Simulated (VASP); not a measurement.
AlCd, 2 atoms in the cell. It takes space group R-3m (No. 166, trigonal). The conventional cell has a = 3.789 Å, b = 3.789 Å, c = 9.433 Å, α = 90.00°, β = 90.00°, γ = 120.00°. Al (site symmetry -3m) is surrounded by 6 Cd at 2.69 Å. Cd (site symmetry -3m) has 6 Al at 2.69 Å as nearest neighbours. The cell was built by a generator and needn't be a form met in nature.

```yaml
Program: VASP 6.6.1
Task: relaxation of cell and atoms
Functional: PBE
Potentials_or_basis: VASP PAW PBE potentials, release 64 (Al, Cd)
Cutoff: 600 eV
k_mesh: 9 × 9 × 9
Occupations: methfessel-paxton, width 0.2 eV
Spin: no spin polarisation
Further_INCAR_settings: ALGO = Normal; EDIFF = 1e-07; IBRION = 2; EDIFFG = -0.005; NSW = 60; ISIF = 3
```

Potentials or basis: VASP PAW PBE potentials, release 64 (Al, Cd).

Run with:

```sh
$ cat potpaw_PBE.64/Al/POTCAR potpaw_PBE.64/Cd/POTCAR > POTCAR
$ mpirun -np 1 vasp_std > vasp.out
```

Hardware: 1 thread of AMD EPYC 9R14 (Zen 4) (shared host).

Estimate the wall time of this run.

Run time: 84 s on 1 thread of AMD EPYC 9R14 (Zen 4) (shared host), peak memory 0.18 GiB. Counts: scf iterations 43, k points 85, ion steps 5.
